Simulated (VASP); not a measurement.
Input:

```xyz
4
Lattice="4.0603 0.0000 0.0000 0.0000 4.0603 0.0000 0.0000 0.0000 20.3131" Properties=species:S:1:pos:R:3 pbc="T T T"
Pb     2.0302     0.0000     8.8513
Pb     0.0000     2.0302    11.4618
O      2.0302     2.0302    10.1565
O      0.0000     0.0000    10.1565
```

All values below come from PBE GGA, VASP's PBE PAW potentials (set 64) (plane waves; VASP). Run with PREC = Normal, EDIFF = 1E-5, 500 eV cut-off, 12×12×1 Γ-centred mesh, Gaussian smearing of 0.050 eV, potentials Pb_d O.

The ions and cell shape at fixed volume are relaxed. What does this cell relax into?

```xyz
4
Lattice="4.0483 0.0000 0.0000 0.0000 4.0483 0.0000 0.0000 0.0000 20.4339" Properties=species:S:1:pos:R:3 pbc="T T T"
Pb     2.0241     0.0000     9.0178
Pb     0.0000     2.0241    11.4161
O      2.0241     2.0241    10.2170
O      4.0483     0.0000    10.2170
```

How much energy does the relaxation gain?

The energy (σ→0) changes by -44.5 meV/atom, in 9 ionic steps.

```json
[
 {"step": "1", "E(σ→0) (eV)": "-21.2892", "max force (eV/Å)": "1.555", "pressure (GPa)": "-1.39", "volume (Å³)": "334.88"},
 {"step": "2", "E(σ→0) (eV)": "-21.4493", "max force (eV/Å)": "0.433", "pressure (GPa)": "-0.58", "volume (Å³)": "334.88"},
 {"step": "3", "E(σ→0) (eV)": "-21.4596", "max force (eV/Å)": "0.043", "pressure (GPa)": "-0.28", "volume (Å³)": "334.88"},
 {"step": "4", "E(σ→0) (eV)": "-21.4596", "max force (eV/Å)": "0.080", "pressure (GPa)": "-0.30", "volume (Å³)": "334.88"},
 {"step": "5", "E(σ→0) (eV)": "-21.4627", "max force (eV/Å)": "0.035", "pressure (GPa)": "-0.22", "volume (Å³)": "334.88"},
 {"step": "6", "E(σ→0) (eV)": "-21.4669", "max force (eV/Å)": "0.062", "pressure (GPa)": "-0.02", "volume (Å³)": "334.88"},
 {"step": "7", "E(σ→0) (eV)": "-21.4669", "max force (eV/Å)": "0.068", "pressure (GPa)": "0.00", "volume (Å³)": "334.88"},
 {"step": "8", "E(σ→0) (eV)": "-21.4669", "max force (eV/Å)": "0.076", "pressure (GPa)": "0.02", "volume (Å³)": "334.88"},
 {"step": "9", "E(σ→0) (eV)": "-21.4671", "max force (eV/Å)": "0.016", "pressure (GPa)": "-0.03", "volume (Å³)": "334.88"}
]
```

The cell is a sheet with vacuum, built from PbO (litharge).
